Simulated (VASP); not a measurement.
# A VASP study of Si2W (LDA): structure first, properties next, part 3 of 4

What structure and properties does LDA give Si2W, and how near are they to the measured ones? The start is a cell from a database of measured crystal structures.

VASP 6.6.1, plane waves and PAW; the level of theory is named at each step.

So far. Step 4 (Single point with fields (LDA)): In this run the pressure is 0.01 GPa, small enough to go on. Step 5 (Band structure (LDA)): There is no gap at this level. The relaxed cell has a = 3.187, c = 7.773 Å (conventional setting).

## 6. Total and projected DOS (LDA)

Level of this step: LDA; plane waves and PAW (Si, W) (VASP).

A density of states needs more k-points than a total energy; ISMEAR = -5 takes tetrahedra, and LORBIT projects the states on the PAW spheres. The mesh is finer than in the run before.

File INCAR:

```
SYSTEM = Si2W
PREC = Accurate
ENCUT = 400
EDIFF = 1E-06
NELM = 100
ISMEAR = -5
SIGMA = 0.05
LREAL = .FALSE.
ALGO = Normal
GGA = CA
NBANDS = 20
LASPH = .TRUE.
LORBIT = 11
LWAVE = .FALSE.
LCHARG = .FALSE.
KPAR = 2
NEDOS = 2001
```

File POSCAR:

```
Si2W
1.0
   -1.5936247427      1.5936247427      3.8863588592
    1.5936247427     -1.5936247427      3.8863588592
    1.5936247427      1.5936247427     -3.8863588592
Si W
2 1
Direct
    0.3348864609      0.3348864609      0.0000000000
    0.6651135391      0.6651135391      0.0000000000
    0.0000000000      0.0000000000      0.0000000000
```

File KPOINTS:

```
Automatic mesh
0
Gamma
14 14 14
0 0 0
```

Potentials, in the order of the species: Si and W (LDA family, release 64).

On the command line:

```bash
$ mpirun -np 2 vasp_std
```

Output:

```text
[... set-up lines as in an earlier step ...]
 entering main loop
       N       E                     dE             d eps       ncg     rms          rms(c)
DAV:   1     0.140137425339E+02    0.14014E+02   -0.47519E+03  9816   0.489E+02
DAV:   2    -0.268809474076E+02   -0.40895E+02   -0.37932E+02 11876   0.119E+02
DAV:   3    -0.283149044973E+02   -0.14340E+01   -0.14132E+01 12172   0.178E+01
DAV:   4    -0.283215600539E+02   -0.66556E-02   -0.66577E-02 11588   0.151E+00
DAV:   5    -0.283215997767E+02   -0.39723E-04   -0.39754E-04 12056   0.115E-01    0.266E+01
DAV:   6    -0.275989631828E+02    0.72264E+00   -0.90401E-01 12720   0.553E+00    0.110E+01
DAV:   7    -0.274749449806E+02    0.12402E+00   -0.16364E-01 10640   0.208E+00    0.541E+00
DAV:   8    -0.274513335876E+02    0.23611E-01   -0.33026E-02 11476   0.974E-01    0.581E-01
DAV:   9    -0.274510402784E+02    0.29331E-03   -0.13626E-03 10888   0.211E-01    0.351E-01
DAV:  10    -0.274509660058E+02    0.74273E-04   -0.21391E-04 11576   0.652E-02    0.114E-01
DAV:  11    -0.274509368044E+02    0.29201E-04   -0.47860E-05 10940   0.325E-02    0.280E-02
DAV:  12    -0.274509392195E+02   -0.24150E-05   -0.17723E-06 11172   0.764E-03    0.794E-03
DAV:  13    -0.274509387384E+02    0.48114E-06   -0.15207E-07  5884   0.235E-03
   1 F= -.27450939E+02 E0= -.27450939E+02  d E =0.000000E+00
 -----------------------------------------------------------------------------
|                                                                             |
|           W    W    AA    RRRRR   N    N  II  N    N   GGGG   !!!           |
|           W    W   A  A   R    R  NN   N  II  NN   N  G    G  !!!           |
|           W    W  A    A  R    R  N N  N  II  N N  N  G       !!!           |
|           W WW W  AAAAAA  RRRRR   N  N N  II  N  N N  G  GGG   !            |
|           WW  WW  A    A  R   R   N   NN  II  N   NN  G    G                |
|           W    W  A    A  R    R  N    N  II  N    N   GGGG   !!!           |
|                                                                             |
|     Tetrahedron method does not include variations of the Fermi             |
|     occupations, so forces and stress will be inaccurate. We suggest        |
|     using a different smearing scheme ISMEAR = 1 or 2 for metals in         |
|     relaxations.                                                            |
|                                                                             |
 -----------------------------------------------------------------------------
```

Run time: 76 s. Hardware: 2 MPI ranks of AMD EPYC 7R43, shared host; peak memory 0.45 GiB; 2.4 min of CPU time.

From OUTCAR (step 6):

```text
   k-points           NKPTS =    244   k-points in BZ     NKDIM =    244   number of bands    NBANDS=     20

   NELECT =      14.0000    total number of electrons

 E-fermi :  10.8167

 k-point     1 :       0.0000    0.0000    0.0000
  band No.  band energies     occupation
    ...
      2       3.8528      2.00000
      3       7.1373      2.00000
      4       7.3563      2.00000
      5       7.9368      2.00000
      6       7.9368      2.00000
      7      11.4311     -0.18937
      8      13.7493      0.00000
      9      13.8131      0.00000
     10      14.0333      0.00000
     11      14.0333      0.00000
    ...

  Total       -0.0118526     -0.0118526      0.0236577      0.0000000      0.0000000      0.0000000
  in kB       -0.4810044     -0.4810044      0.9600814      0.0000000      0.0000000      0.0000000
  external PRESSURE =      -0.0006425 kB  Pullay stress =       0.0000000 kB

 POSITION                                       TOTAL-FORCE (eV/Angst)
 -----------------------------------------------------------------------------------
      0.00000      0.00000      2.60298        -0.000000     -0.000000     -0.020914
      0.00000      0.00000      5.16974         0.000000      0.000000      0.020914
      0.00000      0.00000      0.00000        -0.000000     -0.000000      0.000000
 -----------------------------------------------------------------------------------
    total drift:                                0.000000      0.000000     -0.000000

  FREE ENERGIE OF THE ION-ELECTRON SYSTEM (eV)
  ---------------------------------------------------
  free  energy   TOTEN  =       -27.4509387384 eV

  energy  without entropy=      -27.4509387384  energy(sigma->0) =      -27.45093874

[... 6 parts as in an earlier step ...]

[... 10 further parts left out ...]
```

With tetrahedra the forces and stress of a metal are not exact derivatives of the energy.

Numbers from this step:

```
SCF cycles             : 13
irreducible k-points   : 244
Fermi energy           : 10.82 eV
pressure               : -6.42e-5 GPa
DOS at the Fermi level : 0.2133 states/eV/cell
```

The density of states has structure finer than the step of the table below, so its rows give means over 0.5 eV, whole bins alone (the curve runs from -12.0 to 5.79 eV). Peaks (eV: height): total -2.44: 4.64, 2.70: 2.92, 3.07: 2.20, 4.54: 3.00; W d -2.51: 2.13, 2.70: 1.44, 3.14: 1.02, 4.54: 0.996; Si p -6.55: 0.301, -2.44: 0.715, 2.70: 0.278, 4.54: 0.419; Si s -9.63: 0.377, -4.34: 0.115, 2.63: 0.253, 4.54: 0.195; W p -2.36: 0.394.

States under -12.0 eV and over 5.8 eV are left out. The density of states by energy, zero at the Fermi level; means over each step; values in states/eV/cell:

| energy (eV) | total | W d | Si p | Si s | W p | W s |
| --- | --- | --- | --- | --- | --- | --- |
| -11.5 | 0.492 | 0.0156 | 0.0220 | 0.164 | 0.0268 | 0.0430 |
| -11.0 | 0.535 | 0.0268 | 0.0282 | 0.174 | 0.0295 | 0.0409 |
| -10.5 | 0.689 | 0.0494 | 0.0416 | 0.217 | 0.0370 | 0.0498 |
| -10.0 | 0.773 | 0.0851 | 0.0457 | 0.246 | 0.0412 | 0.0420 |
| -9.5 | 0.934 | 0.134 | 0.0576 | 0.295 | 0.0499 | 0.0381 |
| -9.0 | 0.856 | 0.116 | 0.0679 | 0.249 | 0.0489 | 0.0320 |
| -8.5 | 0.728 | 0.126 | 0.0690 | 0.193 | 0.0303 | 0.0206 |
| -8.0 | 0.613 | 0.123 | 0.0682 | 0.145 | 0.0198 | 0.0157 |
| -7.5 | 0.621 | 0.128 | 0.0912 | 0.102 | 0.0164 | 0.0393 |
| -7.0 | 0.643 | 0.130 | 0.116 | 0.0626 | 0.0194 | 0.0628 |
| -6.5 | 1.21 | 0.248 | 0.272 | 0.0442 | 0.0488 | 0.0899 |
| -6.0 | 1.08 | 0.219 | 0.242 | 0.0316 | 0.0546 | 0.0779 |
| -5.5 | 0.862 | 0.203 | 0.172 | 0.0550 | 0.0384 | 0.0437 |
| -5.0 | 0.805 | 0.202 | 0.134 | 0.0748 | 0.0357 | 0.0462 |
| -4.5 | 1.44 | 0.454 | 0.209 | 0.103 | 0.0615 | 0.102 |
| -4.0 | 1.28 | 0.483 | 0.175 | 0.0727 | 0.0520 | 0.0675 |
| -3.5 | 1.66 | 0.673 | 0.230 | 0.0872 | 0.0826 | 0.0581 |
| -3.0 | 2.77 | 1.33 | 0.389 | 0.0737 | 0.138 | 0.0392 |
| -2.5 | 4.24 | 1.91 | 0.649 | 0.0633 | 0.331 | 0.0280 |
| -2.0 | 1.71 | 0.758 | 0.270 | 0.0304 | 0.126 | 0.00569 |
| -1.5 | 1.02 | 0.558 | 0.135 | 0.0190 | 0.0294 | 0.00106 |
| -1.0 | 0.810 | 0.527 | 0.0726 | 0.0104 | 0.0105 | 6.6e-4 |
| -0.5 | 0.724 | 0.535 | 0.0439 | 0.00271 | 0.00633 | 3.7e-4 |
| 0.0 | 0.229 | 0.139 | 0.0298 | 0.00128 | 0.00593 | 2.5e-4 |
| 0.5 | 0.503 | 0.230 | 0.0668 | 0.0483 | 0.00921 | 0.00252 |
| 1.0 | 0.789 | 0.357 | 0.108 | 0.0624 | 0.0166 | 0.00394 |
| 1.5 | 1.22 | 0.540 | 0.155 | 0.0981 | 0.0314 | 0.0231 |
| 2.0 | 1.79 | 0.820 | 0.190 | 0.133 | 0.0470 | 0.0523 |
| 2.5 | 2.57 | 1.22 | 0.258 | 0.227 | 0.0673 | 0.0719 |
| 3.0 | 2.03 | 0.894 | 0.210 | 0.147 | 0.0533 | 0.116 |
| 3.5 | 1.64 | 0.599 | 0.170 | 0.0955 | 0.0433 | 0.130 |
| 4.0 | 1.68 | 0.594 | 0.202 | 0.0929 | 0.0467 | 0.0834 |
| 4.5 | 2.48 | 0.841 | 0.339 | 0.147 | 0.0706 | 0.124 |
| 5.0 | 1.45 | 0.395 | 0.251 | 0.0692 | 0.0704 | 0.0608 |
| 5.5 | 1.52 | 0.404 | 0.252 | 0.0808 | 0.0953 | 0.0505 |

The finer mesh and the other smearing move the Fermi level by +0.01 eV from the 10×10×10 run, a small shift, which tests the Fermi level alone. Of the states within 0.3 eV of the Fermi level, the largest shares in the PAW spheres are W d 60 % and Si p 13 %. The rest lies in smaller channels or between the spheres.

## 7. Band structure (LDA + SOC)

This step: LDA, spin-orbit coupling; plane waves and PAW (Si, W) (VASP 6.6.1).

Levels along the symmetry lines show where the bands peak and cross; KPOINTS_OPT computes them in the converged potential. Spin-orbit coupling needs spinors and the noncollinear program, where each band holds one electron.

File INCAR:

```
SYSTEM = Si2W
PREC = Accurate
ENCUT = 400
EDIFF = 1E-06
NELM = 100
ISMEAR = 0
SIGMA = 0.05
LREAL = .FALSE.
ALGO = Normal
GGA = CA
LNONCOLLINEAR = .TRUE.
MAGMOM = 0 0 0 0 0 0 0 0 0
NBANDS = 26
GGA_COMPAT = .FALSE.
LASPH = .TRUE.
LSORBIT = .TRUE.
LMAXMIX = 4
LORBIT = 11
LWAVE = .FALSE.
LCHARG = .FALSE.
KPAR = 2
```

POSCAR is that of step 6.

File KPOINTS:

```
Automatic mesh
0
Gamma
8 8 8
0 0 0
```

File KPOINTS_OPT:

```
Line mode
16
Line-mode
Reciprocal
  0.00000000   0.00000000   0.00000000 GAMMA
  0.00000000   0.00000000   0.50000000 X

  0.00000000   0.00000000   0.50000000 X
 -0.08407296   0.08407296   0.50000000 Y

 -0.08407296   0.08407296   0.50000000 Y
 -0.29203648   0.29203648   0.29203648 S

 -0.29203648   0.29203648   0.29203648 S
  0.00000000   0.00000000   0.00000000 GAMMA

  0.00000000   0.00000000   0.00000000 GAMMA
  0.50000000   0.50000000  -0.50000000 Z

  0.50000000   0.50000000  -0.50000000 Z
  0.29203648   0.70796352  -0.29203648 S1

  0.29203648   0.70796352  -0.29203648 S1
  0.00000000   0.50000000   0.00000000 N

  0.00000000   0.50000000   0.00000000 N
  0.25000000   0.25000000   0.25000000 P

  0.25000000   0.25000000   0.25000000 P
  0.50000000   0.50000000  -0.08407296 Y1

  0.50000000   0.50000000  -0.08407296 Y1
  0.50000000   0.50000000  -0.50000000 Z

  0.00000000   0.00000000   0.50000000 X
  0.25000000   0.25000000   0.25000000 P
```

On the command line:

```bash
$ mpirun -np 2 vasp_ncl
```

Output:

```text
[... set-up lines as in an earlier step ...]
 entering main loop
       N       E                     dE             d eps       ncg     rms          rms(c)
DAV:   1     0.192026716988E+02    0.19203E+02   -0.49891E+03  3156   0.761E+02
DAV:   2    -0.263276864774E+02   -0.45530E+02   -0.42392E+02  3764   0.170E+02
DAV:   3    -0.284412580025E+02   -0.21136E+01   -0.20630E+01  4122   0.318E+01
DAV:   4    -0.284709724596E+02   -0.29714E-01   -0.29634E-01  3834   0.397E+00
DAV:   5    -0.284714167189E+02   -0.44426E-03   -0.44388E-03  4030   0.445E-01    0.266E+01
DAV:   6    -0.277692032126E+02    0.70221E+00   -0.16323E+00  3938   0.842E+00    0.111E+01
DAV:   7    -0.276452034138E+02    0.12400E+00   -0.20390E-01  3422   0.327E+00    0.572E+00
DAV:   8    -0.276206668112E+02    0.24537E-01   -0.31565E-02  3804   0.129E+00    0.112E+00
DAV:   9    -0.276201558690E+02    0.51094E-03   -0.17074E-03  3982   0.293E-01    0.317E-01
DAV:  10    -0.276199929059E+02    0.16296E-03   -0.41594E-04  3664   0.140E-01    0.164E-01
DAV:  11    -0.276199826890E+02    0.10217E-04   -0.89283E-05  3588   0.597E-02    0.394E-02
DAV:  12    -0.276199791324E+02    0.35565E-05   -0.66442E-06  3464   0.177E-02    0.102E-02
DAV:  13    -0.276199791496E+02   -0.17104E-07   -0.64826E-07  2308   0.527E-03
   1 F= -.27619979E+02 E0= -.27619804E+02  d E =-.351097E-03  mag=    -0.0000     0.0000     0.0000
 Start KPOINTS_OPT (optional k-point list driver)
k-point batch [1-59\176]
       N       E                     dE             ncg
DAV:   1     0.736963020327E+04   -0.15880E+05     3116
DAV:   2     0.466572453645E+04   -0.27039E+04     3864
DAV:   3     0.454586093032E+04   -0.11986E+03     4060
DAV:   4     0.454446199877E+04   -0.13989E+01     3772
DAV:   5     0.454444229789E+04   -0.19701E-01     3986
DAV:   6     0.454444204418E+04   -0.25370E-03     3924
DAV:   7     0.454444203972E+04   -0.44592E-05     3616
DAV:   8     0.454444203957E+04   -0.15010E-06     2708
[...]
k-point batch [119-176\176]
       N       E                     dE             ncg
DAV:   1     0.760688126941E+04   -0.21118E+05     3056
DAV:   2     0.501646084451E+04   -0.25904E+04     3736
DAV:   3     0.490573728370E+04   -0.11072E+03     3988
DAV:   4     0.490446205304E+04   -0.12752E+01     3612
DAV:   5     0.490444578714E+04   -0.16266E-01     3658
DAV:   6     0.490444542702E+04   -0.36012E-03     3698
DAV:   7     0.490444541572E+04   -0.11305E-04     3234
DAV:   8     0.490444541515E+04   -0.56693E-06     2642
```

Wall time 2.5 min (2 MPI ranks); peak memory 0.56 GiB; 4.9 min of CPU time.

OUTCAR, selected parts (step 7):

```text
   k-points           NKPTS =     59   k-points in BZ     NKDIM =     59   number of bands    NBANDS=     26

   NELECT =      14.0000    total number of electrons

 E-fermi :  10.7754

 k-point     1 :       0.0000    0.0000    0.0000
  band No.  band energies     occupation
    ...
      8       7.3301      1.00000
      9       7.8626      1.00000
     10       7.8626      1.00000
     11       8.0229      1.00000
     12       8.0229      1.00000
     13      11.4558      0.00000
     14      11.4558      0.00000
     15      13.4581      0.00000
     16      13.4581      0.00000
     17      13.8087      0.00000
    ...

  Total       -0.0049237     -0.0049237     -0.0606444      0.0000000      0.0000000      0.0000000
  in kB       -0.1998147     -0.1998147     -2.4610844      0.0000000      0.0000000      0.0000000
  external PRESSURE =      -0.9535713 kB  Pullay stress =       0.0000000 kB

 POSITION                                       TOTAL-FORCE (eV/Angst)
 -----------------------------------------------------------------------------------
      0.00000      0.00000      2.60298         0.000000      0.000000     -0.006623
      0.00000      0.00000      5.16974         0.000000      0.000000      0.006623
      0.00000      0.00000      0.00000        -0.000000     -0.000000      0.000000
 -----------------------------------------------------------------------------------
    total drift:                                0.000000     -0.000000      0.000000

  FREE ENERGIE OF THE ION-ELECTRON SYSTEM (eV)
  ---------------------------------------------------
  free  energy   TOTEN  =       -27.6199791496 eV

  energy  without entropy=      -27.6196280525  energy(sigma->0) =      -27.61980360

 Spin-Orbit-Coupling matrix elements
 Ion:    1  E_soc:     -0.0011800
 Ion:    2  E_soc:     -0.0011800
 Ion:    3  E_soc:     -0.3377306

 magnetization (x)
# of ion       s       p       d       tot
------------------------------------------
    1       -0.000  -0.000   0.000  -0.000
    2       -0.000  -0.000   0.000  -0.000
    3       -0.000  -0.000  -0.000  -0.000
--------------------------------------------------
tot         -0.000  -0.000  -0.000  -0.000

 magnetization (y)
# of ion       s       p       d       tot
------------------------------------------
    1        0.000   0.000   0.000   0.000
    2        0.000   0.000   0.000   0.000
    3        0.000  -0.000   0.000   0.000
--------------------------------------------------
tot          0.000   0.000   0.000   0.000

 magnetization (z)
# of ion       s       p       d       tot
------------------------------------------
    1        0.000   0.000   0.000   0.000
    2        0.000   0.000   0.000   0.000
    3        0.000   0.000   0.000   0.000
--------------------------------------------------
tot          0.000   0.000   0.000   0.000

[... 6 parts as in an earlier step ...]

[... 10 further parts left out ...]
```

This step gave:

```yaml
bands: 26
irreducible_k_points: 59
free_energy_toten: -27.62 eV
energy_at_zero_smearing: -27.62 eV
fermi_energy: 10.78 eV
pressure: -0.09536 GPa
```

On-site spin-orbit energy by atom:

| atom | on-site spin-orbit energy (eV) |
| --- | --- |
| Si1 | -0.001 |
| Si2 | -0.001 |
| W3 | -0.338 |

The electronic bands at the labelled points (eV, zero at the Fermi level; # counts the bands kept, so #1 is VASP's band 3):

| point | #7 | #8 | #9 | #10 | #11 | #12 | #13 | #14 |
| --- | --- | --- | --- | --- | --- | --- | --- | --- |
| Γ | -2.91 | -2.91 | -2.75 | -2.75 | 0.68 | 0.68 | 2.68 | 2.68 |
| 0.53 of the way | -3.27 | -3.27 | -2.73 | -2.73 | -1.98 | -1.98 | 2.88 | 2.88 |
| X | -5.01 | -5.01 | -3.30 | -3.30 | -1.69 | -1.69 | 2.97 | 2.97 |
| 0.47 of the way | -4.99 | -4.99 | -3.27 | -3.27 | -1.85 | -1.85 | 2.59 | 2.59 |
| Y | -4.04 | -4.04 | -3.16 | -3.16 | -2.27 | -2.27 | 2.03 | 2.03 |
| 0.47 of the way | -3.01 | -3.01 | -2.75 | -2.75 | -1.60 | -1.60 | 1.47 | 1.47 |
| S | -2.71 | -2.71 | -2.46 | -2.46 | -0.29 | -0.29 | 1.86 | 1.86 |
| 0.47 of the way | -2.57 | -2.57 | -2.05 | -2.05 | -1.82 | -1.82 | 1.67 | 1.67 |
| Γ | -2.91 | -2.91 | -2.75 | -2.75 | 0.68 | 0.68 | 2.68 | 2.68 |
| 0.47 of the way | -2.36 | -2.36 | -2.24 | -2.24 | 0.75 | 0.75 | 1.58 | 1.58 |
| Z | -0.87 | -0.87 | -0.61 | -0.61 | -0.58 | -0.58 | -0.37 | -0.37 |
| 0.47 of the way | -1.70 | -1.70 | -1.36 | -1.36 | -0.29 | -0.29 | 0.07 | 0.07 |
| S1 | -2.71 | -2.71 | -2.46 | -2.46 | -0.29 | -0.29 | 1.86 | 1.86 |
| 0.47 of the way | -2.82 | -2.82 | -2.69 | -2.69 | -0.38 | -0.38 | 2.45 | 2.45 |
| N | -2.88 | -2.88 | -2.76 | -2.76 | -0.40 | -0.40 | 2.77 | 2.77 |
| 0.47 of the way | -3.31 | -3.31 | -2.23 | -2.23 | -1.86 | -1.86 | 0.50 | 0.50 |
| P | -3.05 | -3.05 | -2.49 | -2.49 | -2.25 | -2.25 | 0.21 | 0.21 |
| 0.47 of the way | -3.71 | -3.71 | -2.95 | -2.95 | -2.06 | -2.06 | 1.17 | 1.17 |
| Y1 | -4.04 | -4.04 | -3.16 | -3.16 | -2.27 | -2.27 | 2.03 | 2.03 |
| 0.53 of the way | -1.85 | -1.85 | -1.64 | -1.64 | -0.63 | -0.63 | 0.02 | 0.02 |
| Z | -0.87 | -0.87 | -0.61 | -0.61 | -0.58 | -0.58 | -0.37 | -0.37 |
| jump to X | -5.01 | -5.01 | -3.30 | -3.30 | -1.69 | -1.69 | 2.97 | 2.97 |
| 0.47 of the way | -3.96 | -3.96 | -3.04 | -3.04 | -1.85 | -1.85 | 1.46 | 1.46 |
| P | -3.05 | -3.05 | -2.49 | -2.49 | -2.25 | -2.25 | 0.21 | 0.21 |

Of the projections kept (Si, W), the largest for each band there; the rest of the weight can lie on other orbitals:

| point | #7 | #8 | #9 | #10 | #11 | #12 | #13 | #14 |
| --- | --- | --- | --- | --- | --- | --- | --- | --- |
| Γ | W 0.69 | W 0.69 | W 0.68 | W 0.68 | W 1.00 | W 1.00 | Si 0.66 | Si 0.66 |
| X | W 0.66 | W 0.66 | W 0.86 | W 0.86 | W 0.64 | W 0.64 | Si 0.72 | Si 0.72 |
| Y | Si 0.66 | Si 0.66 | W 0.86 | W 0.86 | W 0.72 | W 0.72 | W 0.67 | W 0.67 |
| S | W 0.79 | W 0.79 | W 0.73 | W 0.73 | W 0.99 | W 0.99 | W 0.91 | W 0.91 |
| Γ | W 0.69 | W 0.69 | W 0.68 | W 0.68 | W 1.00 | W 1.00 | Si 0.66 | Si 0.66 |
| Z | Si 0.78 | Si 0.78 | Si 0.82 | Si 0.82 | W 0.93 | W 0.93 | W 0.93 | W 0.93 |

There is no gap at this level.

Of the bands kept, 4 cross the Fermi level on this path (spinor bands, one electron each).

(Continued in part 4 of 4.)

[Lines on the potential files, build, host, timing and source positions are cut from VASP's logs without a mark.]

[Logs are printed without paths, hosts, clocks, repeated set-up lines and the standing remarks that a program may print on its own settings, such as how far it seeks lower states.]

[Hosts, paths, dates, database ids (printed as entryN), source tags and the programs' standing remarks are cut or masked in the printed files.]

[A measured line is paired with the nearest computed mode of its activity, which favours agreement.]
